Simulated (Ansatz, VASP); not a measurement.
## WS2 (Tungstenite): VASP beside Ansatz

One calculation is typed for both programs; each brings its own data sets. How far apart do they land? The cell is taken from a series of runs on this material, whose earlier steps may have relaxed, scaled, displaced or heated it; both programs get it as it stands.

Main program and level: Ansatz 0.2.0; plane waves, with VASP 6.6.1 beside it; zone-centre phonons at r2SCAN.

### Step 1. Set-up

It takes space group P6_3/mmc (No. 194, hexagonal). Conventional cell: a = 3.182 Å, b = 3.182 Å, c = 13.070 Å, α = 90.00°, β = 90.00°, γ = 120.00°. W has 6 S at 2.41 Å nearest. S has 3 W at 2.41 Å nearest. Farther neighbours and most contacts between anions are not listed.

### Step 2. Ansatz: zone-centre phonons, r2SCAN

Ansatz runs on its default PAW (the set named soft_2) files.

Second derivatives magnify differences that forces hide, and they need a tight electronic threshold.

input.yaml reads:

```yaml
crystal:
  lattice:
    - [3.1815822803, 0.0, 0.0]
    - [-1.5907911402, 2.755331079, 0.0]
    - [0.0, 0.0, 13.0703697034]
  atoms:
    - { symbol: W, position: [0.3333333333, 0.6666666667, 0.25] }
    - { symbol: W, position: [0.6666666667, 0.3333333333, 0.75] }
    - { symbol: S, position: [0.3333333333, 0.6666666667, 0.630682413] }
    - { symbol: S, position: [0.6666666667, 0.3333333333, 0.130682413] }
    - { symbol: S, position: [0.3333333333, 0.6666666667, 0.869317587] }
    - { symbol: S, position: [0.6666666667, 0.3333333333, 0.369317587] }
kpoints:
  mp_grid: { grid: [9, 9, 2] }
hamiltonian:
  xc: r2scan
scf:
  occupations: { method: fixed }
output:
  eigenvalues: true
phonons:
  method: dfpt
  dielectric: true
  rigid_motions: translations
```

Command:

```console
$ ansatz run input.yaml --threads 4 --pin off --max-ram 16384MiB --backend cpu --events-out ev --progress --plain --runs-dir out
```

Numbers of over 12 decimals in the logs are rounded to 6 here.

The program printed:

```text
Engine: ansatz 0.2.0, aarch64-unknown-linux-gnu
Pseudopotentials: kind: paw
Pseudopotential: W, paw, valence charge 14, recommended cutoff 500 eV (meta_gga), W.paw.azcp
Pseudopotential: S, paw, valence charge 6, recommended cutoff 500 eV (meta_gga), S.paw.azcp
Functional definition: r2SCAN
  parameter k0 = 0.174
  parameter k1 = 0.065
  parameter a1 = 4.9479
  exchange = r2scan_x(k0 = k0, k1 = k1, a1 = a1)
  correlation = r2scan_c
Crystal: 6 atoms, lattice volume = 114.579 Å³
Basis set: ecut = 500 eV, 2897 PW (Γ), exchange–correlation on 120×120×480 points (125 copies of the dense FFT grid, shifted against one another)
Bands: 32, of which v1, the nominal top of the filled ones, is band 26 counted from 1 (25 counted from 0)
Symmetry: 24 space group operations
k-points: 50 of 162 (irreducible under 2 space group operations, time reversal used)
Non-local potential: W, projectors of the file, l = 0: 3, l = 1: 2, l = 2: 2, l = 3: 1
Non-local potential: S, projectors of the file, l = 0: 2, l = 1: 2, l = 2: 2
PAW form: soft (Blöchl's): semilocal exchange-correlation on the pseudo side does not see the compensation charge
PAW frozen core: W, regenerated for the run's functional (the file was generated under x = pbe(κ = 0.804, μ = 0.219515), c = pbe(β = 0.066725))
PAW frozen core: S, regenerated for the run's functional (the file was generated under x = pbe(κ = 0.804, μ = 0.219515), c = pbe(β = 0.066725))
PAW one-centre angular grid: W, 590 points (default); XC on 160 Gauss nodes
PAW one-centre angular grid: S, 302 points (default); XC on 160 Gauss nodes
Initial density: superposition of atomic densities (neutral atoms: chi_scale 0, normalization atom), corrected by the library's trained network
Initial wavefunctions: pseudopotential atomic-orbital guess
Functional: x = r2scan, c = r2scan; τ floored in thin density (d = 2e-4 eV/Å³)
SCF iter   1: F=—  HF=-24423.163726 eV  |F-HF|=—  |Δ(HF+E_count)|=         —  Δρ=7.86e-3  dr2=5.68e-2  dr2_τ=1.67e-1  ethr=1.77e-3  ⟨swp⟩=5.0  Hψ=6504  notcnv=0  defer=141
preconditioner: auto → Resta (q_TF=auto, 2.392 Å⁻¹)  ε∞=6.6  [insulator: Δε(μ)=1.359 eV  Ē_g=8.798 eV  n_scr=26 (ndim 8)  ℏωp=20.8 eV  f_vac=0.056  ε∞_Penn≈6.6]
SCF iter   2: F=—  HF=-24423.298187 eV  |F-HF|=—  |Δ(HF+E_count)|=   1.34e-1  Δρ=4.48e-3  dr2=1.39e-2  dr2_τ=2.66e-3  ethr=1.09e-4  ⟨swp⟩=2.2  Hψ=3024  notcnv=0  defer=191
SCF iter   3: F=—  HF=-24423.302226 eV  |F-HF|=—  |Δ(HF+E_count)|=   4.04e-3  Δρ=2.68e-3  dr2=3.37e-3  dr2_τ=3.76e-4  ethr=2.67e-5  ⟨swp⟩=2.2  Hψ=2091  notcnv=0  defer=198
SCF iter   4: F=—  HF=-24423.305907 eV  |F-HF|=—  |Δ(HF+E_count)|=   3.68e-3  Δρ=2.11e-4  dr2=4.98e-5  dr2_τ=6.24e-6  ethr=6.47e-6  ⟨swp⟩=2.4  Hψ=2839  notcnv=0  defer=198
SCF iter   5: F=—  HF=-24423.305926 eV  |F-HF|=—  |Δ(HF+E_count)|=   1.93e-5  Δρ=6.49e-5  dr2=1.13e-5  dr2_τ=4.62e-7  ethr=9.58e-8  ⟨swp⟩=2.1  Hψ=2336  notcnv=0  defer=181
SCF iter   6: F=—  HF=-24423.305925 eV  |F-HF|=—  |Δ(HF+E_count)|=   1.66e-6  Δρ=1.69e-5  dr2=8.01e-7  dr2_τ=1.69e-8  ethr=2.17e-8  ⟨swp⟩=2.0  Hψ=2319  notcnv=0  defer=88
SCF iter   7: F=—  HF=-24423.305929 eV  |F-HF|=—  |Δ(HF+E_count)|=   3.94e-6  Δρ=3.26e-6  dr2=9.99e-9  dr2_τ=8.45e-10  ethr=1.54e-9  ⟨swp⟩=2.0  Hψ=2382  notcnv=0  defer=81
SCF iter   8: F=—  HF=-24423.305929 eV  |F-HF|=—  |Δ(HF+E_count)|=   1.19e-8  Δρ=5.75e-7  dr2=3.64e-10  dr2_τ=9.47e-11  ethr=1.92e-11  ⟨swp⟩=2.0  Hψ=2421  notcnv=0  defer=81
SCF iter   9: F=-24423.305929 eV  HF=-24423.305929 eV  |F-HF|=2.18e-11  |Δ(HF+E_count)|=  3.31e-10  Δρ=1.53e-7  dr2=2.78e-11  dr2_τ=2.70e-12  ethr=1.00e-12  ⟨swp⟩=14.0  Hψ=10788  notcnv=0
SCF 1 converged in 9 iterations: F = -24423.305929 eV  dr2 = 2.78e-11
  greatest PAW one-centre occupation: 0.999 electrons in one spin orbital (limit 2), on the W atom at site 1 (counted from 0), in its partial waves of l = 0
NSCF: frozen V_eff on 4 k-points
DFPT response loops at Γ: preconditioner auto → Resta (q_TF=auto, 2.392 Å⁻¹)  ε∞=6.6 (no band partly filled); β = 1.00, the filter's whole step (`scf.mixing.beta` (0.50) is not read by the response loops at its default; to damp them type it under 1.00, their step now; it binds the ground state too); Broyden in place of MSR1
── the response to a field inside a basis, on 10×10×2 k-points: an SCF that follows is theirs, and a resumed run solves both again ──
Bands: 27, of which v1, the nominal top of the filled ones, is band 26 counted from 1 (25 counted from 0)
k-points: 30 of 200 (irreducible under 8 space group operations)
Initial density: handed on by an earlier stage of this run
Initial wavefunctions: pseudopotential atomic-orbital guess (no wavefunctions were taken with the density)
Eigensolver: Dense (30 Hₖ)
SCF iter   1: F=—  HF=-24423.212145 eV  |F-HF|=—  |Δ(HF+E_count)|=         —  Δρ=3.13e-4  dr2=2.81e-5  dr2_τ=1.57e-5  ethr=1.00e-1
preconditioner: auto → Resta (q_TF=auto, 2.392 Å⁻¹)  ε∞=7.6  [insulator: Δε(μ)=1.561 eV  Ē_g=8.104 eV  n_scr=26 (ndim 8)  ℏωp=20.8 eV  f_vac=0.053  ε∞_Penn≈7.6]
SCF iter   2: F=—  HF=-24423.212179 eV  |F-HF|=—  |Δ(HF+E_count)|=   3.38e-5  Δρ=1.75e-4  dr2=9.74e-6  dr2_τ=2.10e-6  ethr=5.40e-8
SCF iter   3: F=—  HF=-24423.212195 eV  |F-HF|=—  |Δ(HF+E_count)|=   1.63e-5  Δρ=2.97e-5  dr2=1.95e-6  dr2_τ=4.57e-7  ethr=1.87e-8
SCF iter   4: F=—  HF=-24423.212195 eV  |F-HF|=—  |Δ(HF+E_count)|=   1.80e-8  Δρ=9.58e-6  dr2=1.03e-7  dr2_τ=5.10e-9  ethr=3.74e-9
SCF iter   5: F=-24423.212195 eV  HF=-24423.212195 eV  |F-HF|=1.26e-9  |Δ(HF+E_count)|=   8.97e-8  Δρ=1.76e-6  dr2=2.43e-9  dr2_τ=6.93e-10  ethr=1.99e-10
SCF 1 converged in 5 iterations: F = -24423.212195 eV  dr2 = 2.43e-9
DFPT response loops at Γ: preconditioner auto → Resta (q_TF=auto, 2.392 Å⁻¹)  ε∞=6.2 (no band partly filled); β = 1.00, the filter's whole step (`scf.mixing.beta` (0.50) is not read by the response loops at its default; to damp them type it under 1.00, their step now; it binds the ground state too); Broyden in place of MSR1
WARN: field response: ε∞ stands inside a basis, on 10×10×2 points; the force constants stand on the 9×9×2 k-mesh, whose period is 12.60 times the interband length at k = (0.3333, 0.3333, 0.0000), direct gap 1.875 eV, under 14: take them and everything formed from them as unconverged, and compare with a denser kpoints.mp_grid
SCF converged after 9 iterations
Free energy (F): -24423.305929 eV
Harris-Foulkes:  -24423.305929 eV  (|F-HF|=2.18e-11)
Internal energy: -24423.305929 eV  (E = F + TS)
E sigma→0 (E₀):  -24423.305929 eV
Fermi energy:    10.258037 eV
--- Per-component energies (eV) ---
  E_band       = -475.395280
  E_kinetic    = 1332.607041
  E_local      = -4055.866055  (includes V_loc(G=0)·N_el)
  E_nonlocal   = 115.464841
  E_hartree    = 1637.295814
  E_xc         = -866.380959
  E_vxc        = -899.650739  (∫ρ·V_xc dr)
  E_paw        = -19624.362093  (= ΣΔE_a)
  E_vpaw       = -287.144934  (= ΣTr[D̂ρ^β])
  E_aug_tail   = -0.000096  (compensation charges beyond the density's cutoff)
  E_vtau       = 44.603164  (kinetic-family band-sum trace: ∫τ·v_τ [+ j·A + Jᵃ·Aᵃ] dr)
  E_ewald      = -2960.449457
  E_core_change = -1.614965  (= ΣΔE_core)
  E_smearing   = -0.000000  (= −TS)
  E_closure    = 0.000000  (closes the sum)
  Σ components = -24423.305929   (vs F -24423.305929, Δ=0.00e0)
--- Band table (eV; the first three rows and the last of 50) ---
  k-point 0: bands = [... 22 lower, 7.9617, 8.3681, 9.3412, 10.2580, 12.8034, 12.8034, 12.8084, 12.8084, ... 2 higher]
  k-point 1: bands = [... 22 lower, 7.9508, 7.9508, 9.9476, 9.9476, 12.8035, 12.8035, 12.8035, 12.8035, ... 2 higher]
  k-point 2: bands = [... 22 lower, 8.0311, 8.6997, 9.3129, 9.9394, 12.4631, 12.6790, 12.7320, 12.7503, ... 2 higher]
  k-point 49: bands = [... 22 lower, 7.9140, 7.9140, 8.9029, 8.9029, 12.1710, 12.1710, 12.9926, 12.9926, ... 2 higher]
--- Phonons (Γ-DFPT): 4 representative perturbations + reference, on 50 of 162 k-points (Σ response iterations 30) ---
  k mesh reduced under 2 symmetry operations, with k and −k counted as one. Each operation leaves every solved perturbation unchanged. A smaller set is not considered because the functional reads the kinetic-energy density
  ASR residual: 4.663e-4 → 0.000e0 eV/Å²; symmetrization residual: 4.180e-5 eV/Å²
  ASR residual per site (eV/Å²): 1.17e-4 1.17e-4 4.66e-4 4.66e-4 4.66e-4 4.66e-4
  Γ frequencies (cm⁻¹): 0.00 0.00 0.00 16.53 16.53 26.38 294.51 294.51 295.50 295.50 353.96 353.96 354.21 354.21 419.97 421.84 436.40 438.04
  ε∞ (high-frequency dielectric tensor):
       12.708410    -0.000000     0.000000
       -0.000000    12.708410     0.000000
        0.000000     0.000000     4.559043
  ε⁰ (static dielectric tensor: ions relaxed, cell fixed):
       12.731868    -0.000000    -0.000000
       -0.000000    12.731868     0.000000
       -0.000000     0.000000     4.564740
  ε⁰ − ε∞ (ionic part):
        0.023458    -0.000000    -0.000000
       -0.000000     0.023458     0.000000
       -0.000000     0.000000     0.005697
  softest optical mode at Γ: 16.53 cm⁻¹; the repairs (sum rule, projections) moved no ω² at Γ by more than (3.21 cm⁻¹)²
  Born effective charges Z* (e; rows j = field, columns β = displacement):
    site 0:
        -0.40332    0.00000   -0.00000
         0.00000   -0.40332    0.00000
         0.00000    0.00000   -0.24504
    site 1:
        -0.40332    0.00000   -0.00000
        -0.00000   -0.40332    0.00000
         0.00000    0.00000   -0.24504
    site 2:
         0.20166   -0.00000   -0.00000
        -0.00000    0.20166    0.00000
         0.00000    0.00000    0.12252
    site 3:
         0.20166   -0.00000    0.00000
        -0.00000    0.20166   -0.00000
         0.00000   -0.00000    0.12252
    site 4:
         0.20166   -0.00000    0.00000
        -0.00000    0.20166   -0.00000
        -0.00000   -0.00000    0.12252
    site 5:
[...]
Z* charge neutrality: 1.010e-2 e pre-enforcement
  solved inside a basis spanned on kpoints, on 10×10×2 k-points, its susceptibility summed on 16×16×4: ε∞ is read to err by 5.1e-2, Z* by 1.9e-2 e (field_mesh: kpoints solves on kpoints); Z* is corrected for what the basis lacks
  optical modes at Γ without the LO–TO term, one row a degenerate level:
      ω (cm⁻¹)  modes    IR ((D/Å)²/amu)
[...]
optical modes at Γ + LO–TO along q̂ = [1.0000, 0.0000, 0.0000]:
      ω (cm⁻¹)  modes    IR ((D/Å)²/amu)
[...]
optical modes at Γ + LO–TO along q̂ = [0.0000, 1.0000, 0.0000]:
      ω (cm⁻¹)  modes    IR ((D/Å)²/amu)
[...]
optical modes at Γ + LO–TO along q̂ = [0.0000, 0.0000, 1.0000]:
      ω (cm⁻¹)  modes    IR ((D/Å)²/amu)
[...]
294.51      2             0.0000
        295.50      2             0.0000
        353.96      2             0.3158
        354.21      2             0.0000
        419.97      1             0.0000
        421.84      1             0.0000
        436.67      1             0.0583
        438.04      1             0.0000
```

[end of part 1 of 3]

[Lines on the potential files, build, host, timing and source positions are cut from VASP's logs without a mark.]

[Logs are printed without paths, hosts, clocks, repeated set-up lines and the standing remarks that a program may print on its own settings, such as how far it seeks lower states.]

[Hosts, paths, dates, database ids (printed as entryN), source tags and the programs' standing remarks are cut or masked in the printed files.]
